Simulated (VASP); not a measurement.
```xyz
2
Lattice="0.0000 2.9759 2.9759 2.9759 0.0000 2.9759 2.9759 2.9759 0.0000" Properties=species:S:1:pos:R:3 pbc="T T T"
Lu     0.0000     0.0000     0.0000
Te     2.9759     2.9759     2.9759
```

All values below come from PBEsol GGA, VASP's PBE PAW potentials (set 64) (plane waves; VASP 6.6.1). Settings: 400 eV cut-off, 10×10×10 Γ-centred mesh, first-order Methfessel-Paxton smearing of 0.10 eV, potentials Lu_3 Te.

Unless said otherwise, spin-orbit coupling is left out, though it shifts the bands of the heavy elements here.

Q: What does the run give for the energy per atom (σ→0), band gap (on the k-mesh) with the smallest direct gap where there is one?

A: 
```yaml
band gap (on the k-mesh): none (metal, semimetal or under 0.01 eV)
energy per atom (σ→0): -5.343 eV/atom
```

Total energies compare only between runs with the same potentials, cut-off and functional.

The structure comes from a computed database's LuTe entry (Fm-3m); how it stands against other phases isn't given here. It was relaxed first. The start is the result of an earlier pass. The electron count is odd and the run is not spin-polarised, which forces a metal.
